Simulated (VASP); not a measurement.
Given:

```xyz
1
Lattice="-2.8250 2.8250 2.8250 2.8250 -2.8250 2.8250 2.8250 2.8250 -2.8250" Properties=species:S:1:pos:R:3 pbc="T T T"
Rb     0.0000     0.0000     0.0000
```

Computed with AM05 GGA, VASP's PBE PAW potentials (set 64) (plane waves; VASP). Numerical set-up: 520 eV cut-off, 8×8×8 Γ-centred mesh, first-order Methfessel-Paxton smearing of 0.10 eV, potentials Rb_sv.

**Question.** The ions, cell shape and volume are relaxed. Give the cell that the relaxation ends in.

**Answer.** 
```xyz
1
Lattice="-2.8398 2.8398 2.8398 2.8398 -2.8398 2.8398 2.8398 2.8398 -2.8398" Properties=species:S:1:pos:R:3 pbc="T T T"
Rb     0.0000     0.0000     0.0000
```
Space group Im-3m (229), at a tolerance of 0.03 Å.

**Question.** How do energy and volume change from the first to the last step?

**Answer.** The energy (σ→0) changes by -0.2 meV/atom and the volume by +1.6 %, in 3 ionic steps.

The compound is Rb in the bcc structure. This run relaxes it. Symmetry was kept, so distortions that lower it aren't found.
